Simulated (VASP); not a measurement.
An input for Ansatz (written as the equivalent of a VASP run, and not itself run):

Ansatz 0.2 input:
```yaml
crystal:
  lattice:
    - [0.0000000, 2.8671468, 2.8671468]
    - [2.8671468, 0.0000000, 2.8671468]
    - [2.8671468, 2.8671468, 0.0000000]
  atoms:
    - { symbol: Zn, position: [0.0000000, 0.0000000, 0.0000000] }
    - { symbol: Se, position: [0.2500000, 0.2500000, 0.2500000] }
kpoints:
  mp_grid: { grid: [8, 8, 8] }
hamiltonian:
  xc: pbe
  pseudopotentials: { kind: paw }
scf:
  occupations: { method: gaussian, width: 0.05 }
  max_iter: 100
relax:
  max_steps: 40
  f_tol: 0.01
  cell: { p_target: 1 }
output: { forces: true, stress: true, eigenvalues: true }
```

**Question.** Write the VASP files for the same calculation (PBE).

**Answer.** This is not unique; one that fits is 
File POSCAR:
```
ZnSe
1.0
  0.0000000000   2.8671467973   2.8671467973
  2.8671467973   0.0000000000   2.8671467973
  2.8671467973   2.8671467973   0.0000000000
Zn Se
1 1
Cartesian
  0.0000000000   0.0000000000   0.0000000000
  1.4335733987   1.4335733987   1.4335733987
```

INCAR:
```
ALGO=Normal
EDIFF=1E-7
EDIFFG=-0.01
ENCUT=480
GGA=PE
IBRION=2
ISIF=3
ISMEAR=0
LASPH=T
LCHARG=F
LMAXMIX=4
LREAL=F
LWAVE=F
NELM=100
NSW=40
PREC=Accurate
PSTRESS=10
SIGMA=0.05
SYSTEM=ZnSe
```

**KPOINTS**
```
Automatic mesh
0
G
  8 8 8
0 0 0
```

POTCAR, in this order: Zn Se (PBE.64 set). Program: vasp_std.

The two are equivalent in intent, not identical: each code has its own PAW files, so the cut-off isn't converted (ENCUT is set for VASP's; basis.ecutwfc is left out, and Ansatz then takes the one that its files recommend); Ansatz stops its SCF on the density residual and VASP on the energy change (EDIFF).

The compound is ZnSe in the zinc blende structure. This run relaxes it under an external pressure of 1 GPa. Symmetry was kept, so distortions that lower it aren't found.
